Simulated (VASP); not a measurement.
Method: PBEsol GGA, VASP's PBE PAW potentials (set 64) (plane waves; VASP).

A VASP calculation is set up with these files.

INCAR:
```
ALGO  =  Normal
EDIFF  =  1E-7
ENCUT  =  400
GGA  =  PS
ICHARG  =  11
ISMEAR  =  0
LASPH  =  T
LCHARG  =  F
LMAXMIX  =  4
LORBIT  =  11
LREAL  =  F
LWAVE  =  F
NELM  =  100
PREC  =  Accurate
SIGMA  =  0.05
SYSTEM  =  VGe
```

File POSCAR:
```
VGe
3.4970440
  0.0000000000   0.7071068795   0.7071068795
  0.7071068795   0.0000000000   0.7071068795
  0.7071068795   0.7071068795   0.0000000000
Ge V
1 1
Cart
  0.0000000000   0.0000000000   0.0000000000
  0.7071068795   0.7071068795   0.7071068795
```

### KPOINTS
```
k-points along high-symmetry lines
15
Line-mode
Reciprocal
  0.000000   0.000000   0.000000 ! GAMMA
  0.500000   0.000000   0.500000 ! X

  0.500000   0.000000   0.500000 ! X
  0.625000   0.250000   0.625000 ! U

  0.375000   0.375000   0.750000 ! K
  0.000000   0.000000   0.000000 ! GAMMA

  0.000000   0.000000   0.000000 ! GAMMA
  0.500000   0.500000   0.500000 ! L

  0.500000   0.500000   0.500000 ! L
  0.500000   0.250000   0.750000 ! W

  0.500000   0.250000   0.750000 ! W
  0.500000   0.000000   0.500000 ! X
```

POTCAR, in this order: Ge_d V_sv (PBE.64 set). Program: vasp_std. Read from the step before: CHGCAR.

What VASP printed:

**OUTCAR**
```
 ion  position               nearest neighbor table
   1  0.000  0.000  0.000-   2 2.47   2 2.47   2 2.47   2 2.47   2 2.47   2 2.47
   2  0.500  0.500  0.500-   1 2.47   1 2.47   1 2.47   1 2.47   1 2.47   1 2.47
  LATTYP: Found a face centered cubic cell.
 ALAT       =     4.9455677408
 Subroutine PRICEL returns:
 Original cell was already a primitive cell.
 Subroutine GETGRP returns: Found 48 space group operations
The static configuration has the point symmetry O_h .
The dynamic configuration has the point symmetry O_h .
 Subroutine INISYM returns: Found 48 space group operations
   k-points           NKPTS =     90   k-points in BZ     NKDIM =     90   number of bands    NBANDS=     17
   number of dos      NEDOS =    301   number of ions     NIONS =      2
   total plane-waves  NPLWV =  13824
   dimension x,y,z NGX =    24 NGY =   24 NGZ =   24
   dimension x,y,z NGXF=    48 NGYF=   48 NGZF=   48
   ions per type =               1   1
   PREC   = accura    normal or accurate (medium, high low for compatibility)
   ISTART =      0    job   : 0-new  1-cont  2-samecut
   ICHARG =     11    charge: 1-file 2-atom 10-const
   ISPIN  =      1    spin polarized calculation?
   LNONCOLLINEAR =      F non collinear calculations
   LSORBIT =      F    spin-orbit coupling
   INIWAV =      1    electr: 0-lowe 1-rand  2-diag
   ENCUT  =  400.0 eV  29.40 Ry    5.42 a.u.   5.70  5.70  5.70*2*pi/ulx,y,z
   NELM   =    100;   NELMIN=  2; NELMDL= -5     # of ELM steps
   EDIFF  = 0.1E-06   stopping-criterion for ELM
   LREAL  =      F    real-space projection
   NLSPLINE    = F    spline interpolate recip. space projectors
   LMAXMIX     =    4 max onsite mixed and CHGCAR
   VOSKOWN=      0    Vosko Wilk Nusair interpolation
   EDIFFG = 0.1E-05   stopping-criterion for IOM
   NSW    =      0    number of steps for IOM
   NBLOCK =      1;   KBLOCK =      1    inner block; outer block
   IBRION =     -1    ionic relax: 0-MD 1-quasi-New 2-CG
   NFREE  =      0    steps in history (QN), initial steepest desc. (CG)
   ISIF   =      2    stress and relaxation
   ISYM   =      2    0-nonsym 1-usesym 2-fastsym
   TEIN   =    0.0    initial temperature
   TEBEG  =    0.0;   TEEND  =   0.0 temperature during run
...
```

### OSZICAR
```
       N       E                     dE             d eps       ncg     rms          rms(c)
DAV:   1     0.193203536076E+03    0.19320E+03   -0.14298E+04  3520   0.331E+03
DAV:   2     0.790964949029E+00   -0.19241E+03   -0.19062E+03  3128   0.527E+02
DAV:   3    -0.123085731541E+02   -0.13100E+02   -0.12754E+02  3226   0.127E+02
DAV:   4    -0.127305769307E+02   -0.42200E+00   -0.41156E+00  3794   0.223E+01
DAV:   5    -0.127449849382E+02   -0.14408E-01   -0.14168E-01  3778   0.326E+00
DAV:   6    -0.127453335267E+02   -0.34859E-03   -0.34796E-03  3855   0.502E-01
DAV:   7    -0.127453422144E+02   -0.86877E-05   -0.86864E-05  4046   0.760E-02
DAV:   8    -0.127453424251E+02   -0.21071E-06   -0.21108E-06  3530   0.100E-02
DAV:   9    -0.127453424313E+02   -0.61818E-08   -0.61837E-08  2487   0.155E-03
   1 F= -.12745342E+02 E0= -.12743392E+02  d E =-.390013E-02
```

File OUTCAR:
```
 val. band max:        8.6714044469   @ k =   0.1786   0.0000   0.1786

 cond. band min:       8.6791643026   @ k =   0.5536   0.1071   0.5536



 k-point     1 :       0.0000    0.0000    0.0000
  band No.  band energies     occupation
      1     -55.4514      2.00000
      2     -29.4211      2.00000
      3     -29.4211      2.00000
      4     -29.4211      2.00000
      5     -15.3876      2.00000
      6     -15.3876      2.00000
      7     -15.3379      2.00000
      8     -15.3379      2.00000
      9     -15.3379      2.00000
     10      -3.0994      2.00000
     11       8.0488      2.00000
     12       8.0488      2.00000
     13       8.0488      2.00000
     14       8.5173      1.99999
     15       8.5173      1.99999
     16      12.4061      0.00000
     17      12.4061      0.00000

 k-point     2 :       0.0357    0.0000    0.0357
  band No.  band energies     occupation
      1     -55.4513      2.00000
      2     -29.4221      2.00000
      3     -29.4214      2.00000
      4     -29.4214      2.00000
      5     -15.3874      2.00000
      6     -15.3867      2.00000
      7     -15.3381      2.00000
      8     -15.3374      2.00000
      9     -15.3374      2.00000
     10      -3.0678      2.00000
     11       8.0270      2.00000
     12       8.0400      2.00000
     13       8.0400      2.00000
     14       8.4134      2.00000
     15       8.5240      1.99999
     16      12.4045      0.00000
     17      12.4147      0.00000

 k-point     3 :       0.0714    0.0000    0.0714
  band No.  band energies     occupation
      1     -55.4510      2.00000
      2     -29.4254      2.00000
      3     -29.4225      2.00000
      4     -29.4225      2.00000
      5     -15.3868      2.00000
      6     -15.3846      2.00000
      7     -15.3387      2.00000
      8     -15.3360      2.00000
      9     -15.3360      2.00000
     10      -2.9734      2.00000
     11       7.9637      2.00000
     12       8.0162      2.00000
...
```

The density is held fixed in this step, so its total energy and stress have no physical meaning.

The structure was generated: VGe was put into the rocksalt type (Fm-3m), which need not be its known phase. It was relaxed first, which changed the volume by -21 %. The run is not spin-polarised, so no magnetic state was tried. The electron count is odd and the run is not spin-polarised, which forces a metal.
